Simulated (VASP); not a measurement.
Runs of VASP 6.6.1 on RuSe. Symmetry: Pm-3m, No. 221, cubic system. The conventional cell has a = 3.188 Å, b = 3.188 Å, c = 3.188 Å, α = 90.00°, β = 90.00°, γ = 90.00°. Ru (site symmetry m-3m) is surrounded by 8 Se at 2.76 Å. Se (site symmetry m-3m) is surrounded by 8 Ru at 2.76 Å. The cell comes from a database or a generator and needn't be the stable form of this composition.

```tsv
screening parameter	gap on the mesh (eV)	pressure (GPa)
0.4	none	(a)
0.2	none	-17.7
0.15	none	(b)
0.3	none	-16.9
0.1	none	-18.6
```

Alike in all rows: task single point; level HSE(alpha, omega); potentials or basis VASP PAW PBE potentials, release 64 (Ru_pv, Se); no spin polarisation; cell as given; k mesh 4 × 4 × 4; cutoff (eV) 520; smearing fermi-dirac 0.05 eV; the mesh is coarse, so values aren't converged.

Task: Estimate the missing entries.

Result: (a) -16.1; (b) -18.2.

Caveats: all runs use coarse meshes; the PAW data sets were made with another functional, which shifts forces and pressure a little.

A k mesh can miss the band edges, and the runs leave out spin-orbit coupling on Ru, Se.

A gap of «none» marks a metal or a gap under the smearing width.
